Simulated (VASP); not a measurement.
Computed with TPSS meta-GGA, VASP's PBE PAW potentials (set 64) (plane waves; VASP).

A VASP calculation is set up with these files.

KPOINTS:
```
Automatic mesh
0
Gamma
11 11 11
0 0 0
```

### INCAR
```
# general
SYSTEM  = Eu
PREC    = Accurate
ENCUT   = 520
LREAL   = .FALSE.
LASPH   = .TRUE.

# electronic loop
EDIFF   = 1E-6
NELM    = 100
ALGO    = Normal
LMAXMIX = 6
LMIXTAU = .TRUE.

# smearing
ISMEAR  = 1
SIGMA   = 0.1

# functional
METAGGA = TPSS

# ions
IBRION  = 2
NSW     = 60
ISIF    = 3
EDIFFG  = -0.01

# output
LWAVE   = .FALSE.
LCHARG  = .FALSE.
```

### POSCAR
```
Eu
1
   -2.2078325861     2.2078325861     2.2078325861
    2.2078325861    -2.2078325861     2.2078325861
    2.2078325861     2.2078325861    -2.2078325861
Eu
1
Direct
  0.0000000000   1.0000000000   0.0000000000
```

POTCAR, in this order: Eu_2 (PBE.64 set). Program: vasp_std.

Output

File OSZICAR:
```
       N       E                     dE             d eps       ncg     rms          rms(c)
DAV:   1     0.710099646197E+01    0.71010E+01   -0.40155E+03   904   0.858E+02
DAV:   2    -0.553688552305E+01   -0.12638E+02   -0.12539E+02  1272   0.119E+02
DAV:   3    -0.577833895659E+01   -0.24145E+00   -0.20591E+00  1240   0.117E+01
DAV:   4    -0.578101547425E+01   -0.26765E-02   -0.26765E-02  1392   0.161E+00
DAV:   5    -0.578102422261E+01   -0.87484E-05   -0.87485E-05  1288   0.870E-02    0.724E+00
DAV:   6    -0.652807798059E+01   -0.74705E+00   -0.60122E-01   896   0.548E+00    0.407E+00
DAV:   7     0.480098623978E+02    0.54538E+02   -0.32836E+03   896   0.500E+04    0.648E-01
DAV:   8    -0.654292607414E+01   -0.54553E+02   -0.10797E+00  1104   0.161E+01    0.421E-01
DAV:   9    -0.647964811544E+01    0.63278E-01   -0.65060E-02   896   0.398E+00    0.135E-01
DAV:  10    -0.653732551965E+01   -0.57677E-01   -0.53468E-02   896   0.319E+00    0.155E-01
DAV:  11    -0.653743239365E+01   -0.10687E-03   -0.53050E-04  1608   0.316E-01    0.697E-02
DAV:  12    -0.653913810146E+01   -0.17057E-02   -0.22868E-04  1048   0.128E-01    0.480E-02
DAV:  13    -0.653934095022E+01   -0.20285E-03   -0.21476E-05  1480   0.600E-02    0.258E-02
DAV:  14    -0.653937664751E+01   -0.35697E-04   -0.59216E-06  1248   0.237E-02    0.182E-02
DAV:  15    -0.653937566573E+01    0.98178E-06   -0.38269E-06  1256   0.274E-02
   1 F= -.65393757E+01 E0= -.65392895E+01  d E =-.653938E+01
       N       E                     dE             d eps       ncg     rms          rms(c)
DAV:   1    -0.654050969201E+01   -0.11330E-02   -0.22515E-02  1016   0.157E+00    0.131E-01
DAV:   2    -0.653983926320E+01    0.67043E-03   -0.68243E-04  1376   0.276E-01    0.719E-02
DAV:   3    -0.653954641008E+01    0.29285E-03   -0.90475E-04  1416   0.283E-01    0.308E-02
DAV:   4    -0.653954899838E+01   -0.25883E-05   -0.37890E-05   984   0.653E-02    0.149E-02
DAV:   5    -0.653953780982E+01    0.11189E-04   -0.39217E-05  1424   0.702E-02    0.549E-03
DAV:   6    -0.653955809269E+01   -0.20283E-04   -0.15902E-05  1072   0.445E-02    0.976E-04
DAV:   7    -0.653955791870E+01    0.17399E-06   -0.29032E-07   600   0.539E-03
   2 F= -.65395579E+01 E0= -.65394890E+01  d E =-.182253E-03
       N       E                     dE             d eps       ncg     rms          rms(c)
DAV:   1    -0.654012027523E+01   -0.56218E-03   -0.12137E-02  1016   0.115E+00    0.963E-02
DAV:   2    -0.653975220715E+01    0.36807E-03   -0.36880E-04  1368   0.202E-01    0.525E-02
DAV:   3    -0.653959727552E+01    0.15493E-03   -0.46321E-04  1416   0.202E-01    0.216E-02
DAV:   4    -0.653959708862E+01    0.18690E-06   -0.28539E-05   992   0.515E-02    0.868E-03
DAV:   5    -0.653959417706E+01    0.29116E-05   -0.30928E-05  1264   0.557E-02    0.586E-03
DAV:   6    -0.653960453866E+01   -0.10362E-04   -0.83950E-06  1112   0.279E-02    0.761E-04
DAV:   7    -0.653960453261E+01    0.60560E-08   -0.52880E-08   480   0.268E-03
   3 F= -.65396045E+01 E0= -.65395487E+01  d E =-.228867E-03
```

OUTCAR:
```
------------------------ aborting loop because EDIFF is reached ----------------------------------------
  FORCE on cell =-STRESS in cart. coord.  units (eV):
  Direction    XX          YY          ZZ          XY          YZ          ZX
  --------------------------------------------------------------------------------------
  Total       -0.0036927     -0.0036927     -0.0036927      0.0000000     -0.0000000     -0.0000000
  in kB       -0.1388813     -0.1388813     -0.1388813      0.0000000     -0.0000000     -0.0000000
  external PRESSURE =      -0.1388813 kB  Pullay stress =       0.0000000 kB
  volume of cell :       42.60
      direct lattice vectors                 reciprocal lattice vectors
    -2.200130560  2.200130560  2.200130560     0.000000000  0.227259241  0.227259241
     2.200130560 -2.200130560  2.200130560     0.227259241  0.000000000  0.227259241
     2.200130560  2.200130560 -2.200130560     0.227259241  0.227259241  0.000000000
 POSITION                                       TOTAL-FORCE (eV/Angst)
 -----------------------------------------------------------------------------------
      0.00000      0.00000      0.00000        -0.000000     -0.000000     -0.000000
 -----------------------------------------------------------------------------------
    total drift:                                0.000000      0.000000      0.000000
  FREE ENERGIE OF THE ION-ELECTRON SYSTEM (eV)
  ---------------------------------------------------
  free  energy   TOTEN  =        -6.5396045326 eV

  energy  without entropy=       -6.5394368851  energy(sigma->0) =       -6.53954865

 reached required accuracy - stopping structural energy minimisation
```
(Selected blocks of OUTCAR.)

File CONTCAR:
```
Eu
   1.00000000000000
    -2.2001305595266158    2.2001305595266158    2.2001305595266158
     2.2001305595266158   -2.2001305595266158    2.2001305595266158
     2.2001305595266158    2.2001305595266158   -2.2001305595266158
  Eu
     1
Direct
     0.0000000000000000    0.0000000000000000    0.0000000000000000
```

The 4f electrons are frozen in the core of the lanthanide potential, so 4f levels, which can set the real gap, and their magnetism are missing.

The compound is Eu in the bcc structure. This run relaxes it. Symmetry was kept, so distortions that lower it aren't found. The start is the result of an earlier pass.
